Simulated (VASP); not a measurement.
# W: single point with PBE

W:

```
W
1.0
    -1.58250    1.58250    1.58250
     1.58250   -1.58250    1.58250
     1.58250    1.58250   -1.58250
W
1
Direct
  0.00000 0.00000 0.00000
```

```
Program             : VASP 6.6.1
Task                : single point
Functional          : PBE
Potentials or basis : VASP PAW PBE potentials, release 64 (W_sv)
Cutoff              : 520 eV
k mesh              : 20 × 20 × 20
Occupations         : fermi-dirac, width 0.1 eV
Spin                : non-collinear spin, zero start, spin-orbit coupling
Starting moments    : [[0.0, 0.0, 0.0]] μB
```

- Pressure: 7.1 GPa
- Net moment: 0.00 μB per cell
- Valence electrons inside the program's atomic spheres: W 12.11

Moments on the atoms (μB; x, y, z):
```
W   0.00 0.00 0.00
```

Wall time 3 min on 1 thread of Intel(R) Xeon(R) Platinum 8259CL CPU @ 2.50GHz (Skylake/Cascade Lake) (shared host), peak memory 0.26 GiB.
